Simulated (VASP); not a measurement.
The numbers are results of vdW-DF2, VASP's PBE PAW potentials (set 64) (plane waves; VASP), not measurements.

The input files of a VASP run:

### KPOINTS
```
K-points
0
Gamma
 9 9 9
0 0 0
```

**INCAR**
```
AGGAC=0.0
ALGO=Normal
EDIFF=1E-7
ENCUT=520
GGA=ML
ISIF=2
ISMEAR=1
ISPIN=2
LASPH=.TRUE.
LCHARG=.FALSE.
LMAXMIX=4
LORBIT=10
LREAL=.FALSE.
LUSE_VDW=.TRUE.
LWAVE=.FALSE.
MAGMOM=2.9 3*0.6
NELM=100
PREC=Accurate
SIGMA=0.1
SYSTEM=Ni3Fe
ZAB_VDW=-1.8867
```

File POSCAR:
```
Ni3Fe
1
    3.6651911554     0.0000000000     0.0000000000
    0.0000000000     3.6651911554     0.0000000000
    0.0000000000     0.0000000000     3.6651911554
Fe Ni
1 3
Direct
  0.0000000000   0.0000000000   0.0000000000
  0.0000000000   0.5000000000   0.5000000000
  0.5000000000   0.0000000000   0.5000000000
  0.5000000000   0.5000000000   0.0000000000
```

POTCAR, in this order: Fe Ni (PBE.64 set). Program: vasp_std.

Output of the run:

**OSZICAR**
```
       N       E                     dE             d eps       ncg     rms          rms(c)
DAV:   1     0.253078381126E+03    0.25308E+03   -0.17423E+04  3556   0.207E+03
DAV:   2    -0.240270428195E+00   -0.25332E+03   -0.24577E+03  3549   0.366E+02
DAV:   3    -0.145276921151E+02   -0.14287E+02   -0.13451E+02  3632   0.118E+02
DAV:   4    -0.147766835986E+02   -0.24899E+00   -0.24791E+00  3756   0.159E+01
DAV:   5    -0.147833950156E+02   -0.67114E-02   -0.67095E-02  4956   0.211E+00    0.173E+01
DAV:   6    -0.150159778911E+02   -0.23258E+00   -0.44300E+01  3833   0.108E+02    0.334E+01
DAV:   7    -0.153490398849E+02   -0.33306E+00   -0.19635E+01  4343   0.122E+02    0.247E+01
DAV:   8    -0.113586596864E+02    0.39904E+01   -0.12381E+01  4375   0.523E+01    0.588E+00
DAV:   9    -0.115454020222E+02   -0.18674E+00   -0.89671E-01  3838   0.125E+01    0.323E+00
DAV:  10    -0.115154613822E+02    0.29941E-01   -0.14681E-01  5183   0.892E+00    0.967E-01
DAV:  11    -0.115194773504E+02   -0.40160E-02   -0.49901E-02  5559   0.254E+00    0.119E+00
DAV:  12    -0.115183641812E+02    0.11132E-02   -0.48158E-03  4666   0.178E+00    0.501E-01
DAV:  13    -0.115185850093E+02   -0.22083E-03   -0.34879E-03  4923   0.119E+00    0.136E-01
DAV:  14    -0.115186067452E+02   -0.21736E-04   -0.64733E-04  4502   0.275E-01    0.859E-02
DAV:  15    -0.115186193167E+02   -0.12572E-04   -0.70480E-05  4699   0.182E-01    0.286E-02
DAV:  16    -0.115186238230E+02   -0.45063E-05   -0.17005E-05  4313   0.535E-02    0.303E-02
DAV:  17    -0.115186229672E+02    0.85586E-06   -0.32533E-06  4342   0.429E-02    0.131E-02
DAV:  18    -0.115186220355E+02    0.93165E-06   -0.15024E-06  4756   0.215E-02    0.415E-03
DAV:  19    -0.115186218248E+02    0.21068E-06   -0.22908E-07  2115   0.750E-03    0.767E-04
DAV:  20    -0.115186216922E+02    0.13262E-06   -0.13961E-07  1988   0.555E-03    0.888E-04
DAV:  21    -0.115186217176E+02   -0.25398E-07   -0.18342E-08  1816   0.216E-03
   1 F= -.11518622E+02 E0= -.11517813E+02  d E =-.242760E-02  mag=     4.7030
```

OUTCAR:
```
------------------------ aborting loop because EDIFF is reached ----------------------------------------
  FORCE on cell =-STRESS in cart. coord.  units (eV):
  Direction    XX          YY          ZZ          XY          YZ          ZX
  --------------------------------------------------------------------------------------
  Total       -1.3928215     -1.3928215     -1.3928215     -0.0000000      0.0000000     -0.0000000
  in kB      -45.3227387    -45.3227387    -45.3227387     -0.0000000      0.0000000     -0.0000000
  external PRESSURE =     -45.3227387 kB  Pullay stress =       0.0000000 kB
  volume of cell :       49.24
      direct lattice vectors                 reciprocal lattice vectors
     3.665191155  0.000000000  0.000000000     0.272837066  0.000000000  0.000000000
     0.000000000  3.665191155  0.000000000     0.000000000  0.272837066  0.000000000
     0.000000000  0.000000000  3.665191155     0.000000000  0.000000000  0.272837066
 POSITION                                       TOTAL-FORCE (eV/Angst)
 -----------------------------------------------------------------------------------
      0.00000      0.00000      0.00000         0.000000      0.000000      0.000000
      0.00000      1.83260      1.83260         0.000000      0.000000      0.000000
      1.83260      0.00000      1.83260         0.000000      0.000000      0.000000
      1.83260      1.83260      0.00000         0.000000      0.000000      0.000000
 -----------------------------------------------------------------------------------
    total drift:                                0.000000      0.000000      0.000000
  FREE ENERGIE OF THE ION-ELECTRON SYSTEM (eV)
  ---------------------------------------------------
  free  energy   TOTEN  =       -11.5186217176 eV

  energy  without entropy=      -11.5161941218  energy(sigma->0) =      -11.51781252

 total charge

# of ion       s       p       d       tot
------------------------------------------
    1        0.435   0.402   6.133   6.970
    2        0.468   0.409   8.354   9.232
    3        0.468   0.409   8.354   9.232
    4        0.468   0.409   8.354   9.232
--------------------------------------------------
tot          1.839   1.630  31.196  34.665

 magnetization (x)

# of ion       s       p       d       tot
------------------------------------------
    1        0.013  -0.002   2.897   2.908
    2       -0.013  -0.038   0.677   0.626
    3       -0.013  -0.038   0.677   0.626
    4       -0.013  -0.038   0.677   0.626
--------------------------------------------------
tot         -0.026  -0.117   4.928   4.786
```
(Selected blocks of OUTCAR.)

### OUTCAR
```
 val. band max:        7.3856433633   @ k =   0.2222   0.2222   0.0000

 cond. band min:       7.3894964766   @ k =   0.4444   0.3333   0.1111


 Fermi energy:         7.3883067388

 spin component 1

 k-point     1 :       0.0000    0.0000    0.0000
  band No.  band energies     occupation
      1      -0.8248      1.00000
      2       2.7900      1.00000
      3       2.7900      1.00000
      4       3.4137      1.00000
      5       3.4171      1.00000
      6       3.4171      1.00000
      7       3.4171      1.00000
      8       5.0018      1.00000
      9       5.0018      1.00000
     10       5.0018      1.00000
     11       5.8487      1.00000
     12       5.8487      1.00000
     13       6.5817      1.00000
     14       6.5817      1.00000
     15       6.6434      1.00000
     16       6.6793      1.00000
     17       6.6793      1.00000
     18       6.6793      1.00000
     19       6.8009      1.00000
     20       6.8009      1.00000
     21       6.8009      1.00000
     22       9.8198      0.00000
     23       9.8198      0.00000
     24       9.8198      0.00000
     25      15.4738      0.00000

 k-point     2 :       0.1111    0.0000    0.0000
  band No.  band energies     occupation
      1      -0.6763      1.00000
      2       2.8328      1.00000
      3       2.8549      1.00000
      4       3.4573      1.00000
      5       3.4646      1.00000
      6       3.4646      1.00000
      7       3.4648      1.00000
      8       4.9553      1.00000
      9       5.0380      1.00000
     10       5.0380      1.00000
     11       5.7977      1.00000
     12       5.8639      1.00000
     13       6.4518      1.00000
     14       6.4518      1.00000
     15       6.5223      1.00000
     16       6.5523      1.00000
     17       6.6048      1.00000
     18       6.6792      1.00000
     19       6.6916      1.00000
     20       6.6916      1.00000
     21       6.8010      1.00000
...
```

The compound is Ni3Fe in the L1_2 structure. This cell is one point of a volume scan, at 1.03 of the reference volume.
